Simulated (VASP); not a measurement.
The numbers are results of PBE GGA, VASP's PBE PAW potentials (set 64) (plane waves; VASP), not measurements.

VASP input:

### KPOINTS
```
Automatic
0
Gamma
 13 13 13
```

**INCAR**
```
SYSTEM = CuZn
PREC = Accurate; ENCUT = 500; LREAL = .FALSE.
LASPH = .TRUE.
EDIFF = 1E-6; NELM = 100; ALGO = Normal
LMAXMIX = 4
ISMEAR = 1; SIGMA = 0.1
GGA = PE
IBRION = 2; NSW = 40; ISIF = 3
EDIFFG = -0.02; PSTRESS = 200
LWAVE = .FALSE.; LCHARG = .FALSE.
```

**POSCAR**
```
CuZn
1
    2.8451126244     0.0000000000    -0.0000000000
    0.0000000000     2.8451126244     0.0000000000
    0.0000000000    -0.0000000000     2.8451126244
Zn Cu
1 1
Direct
  0.5000000000   0.5000000000   0.5000000000
  0.0000000000   0.0000000000   0.0000000000
```

POTCAR, in this order: Zn Cu (PBE.64 set). Program: vasp_std.

The resulting files:

OUTCAR:
```
 ion  position               nearest neighbor table
   1  0.500  0.500  0.500-   2 2.46   2 2.46   2 2.46   2 2.46   2 2.46   2 2.46   2 2.46   2 2.46
  LATTYP: Found a simple cubic cell.
 ALAT       =     2.8451126244
 Subroutine PRICEL returns:
 Original cell was already a primitive cell.
 Subroutine GETGRP returns: Found 48 space group operations
The static configuration has the point symmetry O_h .
The dynamic configuration has the point symmetry O_h .
 Subroutine INISYM returns: Found 48 space group operations
 Subroutine IBZKPT returns following result:
 Found     84 irreducible k-points:

 Following reciprocal coordinates:
            Coordinates               Weight
  0.000000  0.000000  0.000000      1.000000
  0.076923  0.000000  0.000000      6.000000
  0.153846  0.000000  0.000000      6.000000
  0.230769  0.000000  0.000000      6.000000
  0.307692  0.000000  0.000000      6.000000
  0.384615  0.000000  0.000000      6.000000
  0.461538  0.000000  0.000000      6.000000
  0.076923  0.076923  0.000000     12.000000
  0.153846  0.076923  0.000000     24.000000
  0.230769  0.076923  0.000000     24.000000
...
```

### OSZICAR
```
       N       E                     dE             d eps       ncg     rms          rms(c)
DAV:   1     0.106908787687E+03    0.10691E+03   -0.11420E+04  2672   0.254E+03
DAV:   2    -0.316511821429E+01   -0.11007E+03   -0.10750E+03  2541   0.324E+02
DAV:   3    -0.598996046911E+01   -0.28248E+01   -0.28174E+01  3017   0.706E+01
DAV:   4    -0.600999057458E+01   -0.20030E-01   -0.20028E-01  2954   0.518E+00
DAV:   5    -0.601023460031E+01   -0.24403E-03   -0.24402E-03  3281   0.605E-01    0.105E+01
DAV:   6    -0.566456531753E+01    0.34567E+00   -0.16204E+01  2746   0.113E+02    0.562E+00
DAV:   7    -0.485136390385E+01    0.81320E+00   -0.37289E+00  2776   0.110E+02    0.280E+00
DAV:   8    -0.484859681864E+01    0.27671E-02   -0.15950E-01  2852   0.530E+00    0.146E+00
DAV:   9    -0.483813730731E+01    0.10460E-01   -0.16697E-02  3212   0.341E+00    0.977E-02
DAV:  10    -0.483813808634E+01   -0.77903E-06   -0.86451E-04  3961   0.586E-01    0.452E-02
DAV:  11    -0.483813058002E+01    0.75063E-05   -0.75567E-05  3304   0.313E-01    0.923E-03
DAV:  12    -0.483812945547E+01    0.11246E-05   -0.60582E-06  3013   0.650E-02    0.449E-03
DAV:  13    -0.483812870944E+01    0.74604E-06   -0.69954E-07  1575   0.269E-02
   1 F= -.19632614E+01 E0= -.19631716E+01  d E =-.196326E+01
       N       E                     dE             d eps       ncg     rms          rms(c)
DAV:   1    -0.483306224987E+01    0.50672E-02   -0.51664E-02  2520   0.566E+00    0.484E-01
DAV:   2    -0.483043491468E+01    0.26273E-02   -0.27510E-02  2534   0.457E+00    0.208E-01
DAV:   3    -0.482940136766E+01    0.10335E-02   -0.65650E-03  2613   0.284E+00    0.129E-01
DAV:   4    -0.482923458069E+01    0.16679E-03   -0.39292E-04  3524   0.629E-01    0.506E-02
DAV:   5    -0.482918646707E+01    0.48114E-04   -0.35401E-05  4120   0.109E-01    0.319E-03
DAV:   6    -0.482918620193E+01    0.26513E-06   -0.17157E-06  1787   0.275E-02
   2 F= -.19632386E+01 E0= -.19631618E+01  d E =0.228564E-04
       N       E                     dE             d eps       ncg     rms          rms(c)
DAV:   1    -0.483604626789E+01   -0.68598E-02   -0.18963E-02  2520   0.345E+00    0.291E-01
DAV:   2    -0.483507766397E+01    0.96860E-03   -0.98908E-03  2534   0.274E+00    0.125E-01
DAV:   3    -0.483471027132E+01    0.36739E-03   -0.23759E-03  2613   0.168E+00    0.788E-02
DAV:   4    -0.483464571273E+01    0.64559E-04   -0.14348E-04  3494   0.384E-01    0.307E-02
DAV:   5    -0.483462655921E+01    0.19154E-04   -0.13260E-05  3986   0.667E-02    0.196E-03
DAV:   6    -0.483462673000E+01   -0.17078E-06   -0.63222E-07  1346   0.180E-02
   3 F= -.19632862E+01 E0= -.19632016E+01  d E =-.248046E-04
```

File OUTCAR:
```
------------------------ aborting loop because EDIFF is reached ----------------------------------------
  FORCE on cell =-STRESS in cart. coord.  units (eV):
  Direction    XX          YY          ZZ          XY          YZ          ZX
  --------------------------------------------------------------------------------------
  Total        2.8759293      2.8759293      2.8759293     -0.0000000     -0.0000000      0.0000000
  in kB      200.3196265    200.3196265    200.3196265     -0.0000000     -0.0000000      0.0000000
  external PRESSURE =       0.3196265 kB  Pullay stress =     200.0000000 kB
  volume of cell :       23.00
      direct lattice vectors                 reciprocal lattice vectors
     2.843948721 -0.000000000  0.000000000     0.351623780  0.000000000  0.000000000
     0.000000000  2.843948721 -0.000000000     0.000000000  0.351623780  0.000000000
    -0.000000000  0.000000000  2.843948721    -0.000000000  0.000000000  0.351623780
 POSITION                                       TOTAL-FORCE (eV/Angst)
 -----------------------------------------------------------------------------------
      1.42197      1.42197      1.42197        -0.000000      0.000000      0.000000
      0.00000      0.00000      0.00000         0.000000      0.000000      0.000000
 -----------------------------------------------------------------------------------
    total drift:                                0.000000      0.000000     -0.000000
  FREE ENERGIE OF THE ION-ELECTRON SYSTEM (eV)
  ---------------------------------------------------
  free  energy   TOTEN  =        -4.8346267300 eV

  energy  without entropy=       -4.8343727781  energy(sigma->0) =       -4.83454208
  enthalpy is  TOTEN    =        -1.9632862249 eV   P V=        2.8713405051

 reached required accuracy - stopping structural energy minimisation
```
(Selected blocks of OUTCAR.)

### CONTCAR
```
CuZn
   1.00000000000000
     2.8439487209627763   -0.0000000000000000    0.0000000000000000
     0.0000000000000000    2.8439487209627763   -0.0000000000000000
    -0.0000000000000000    0.0000000000000000    2.8439487209627763
  Zn              Cu
     1     1
Direct
     0.5000000000000000    0.5000000000000000    0.5000000000000000
     0.0000000000000000    0.0000000000000000    0.0000000000000000
```

The compound is CuZn in the CsCl type structure. This run relaxes it under an external pressure of 20 GPa. Symmetry was kept, so distortions that lower it aren't found. The electron count is odd and the run is not spin-polarised, which forces a metal.
